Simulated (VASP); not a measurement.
```
CELL_PARAMETERS angstrom
      1.79996    -3.11762     0.00000
      1.79996     3.11762     0.00000
      0.00000     0.00000     5.61205
ATOMIC_POSITIONS crystal
  Tl 0.33333 0.66667 0.25000
  Tl 0.66667 0.33333 0.75000
```

Calculation: SCAN meta-GGA, VASP's PBE PAW potentials (set 64) (plane waves; VASP 6.6.1). Numerical set-up: 520 eV cut-off, 12×12×7 Γ-centred mesh, first-order Methfessel-Paxton smearing of 0.10 eV, potentials Tl_d.

### Question
The ions and cell shape at fixed volume are relaxed. What does this cell relax into?

### Answer

```
CELL_PARAMETERS angstrom
      1.82373    -3.15879     0.00000
      1.82373     3.15879     0.00000
      0.00000     0.00000     5.46670
ATOMIC_POSITIONS crystal
  Tl 0.33333 0.66667 0.25000
  Tl 0.66667 0.33333 0.75000
```
Space group P6_3/mmc (194), at a tolerance of 0.03 Å.

### Question
How much energy does the relaxation gain?

### Answer
The energy (σ→0) changes by -3.6 meV/atom, in 4 ionic steps.

```json
[
 {"step": "1", "E(σ→0) (eV)": "-144.6187", "max force (eV/Å)": "0.000", "pressure (GPa)": "-1.78", "volume (Å³)": "62.98"},
 {"step": "2", "E(σ→0) (eV)": "-144.6224", "max force (eV/Å)": "0.000", "pressure (GPa)": "-1.75", "volume (Å³)": "62.98"},
 {"step": "3", "E(σ→0) (eV)": "-144.6259", "max force (eV/Å)": "0.000", "pressure (GPa)": "-1.64", "volume (Å³)": "62.98"},
 {"step": "4", "E(σ→0) (eV)": "-144.6259", "max force (eV/Å)": "0.000", "pressure (GPa)": "-1.65", "volume (Å³)": "62.98"}
]
```

The compound is Tl in the hcp structure. This cell is one point of a volume scan, at 1.06 of the reference volume. Symmetry was kept, so distortions that lower it aren't found.
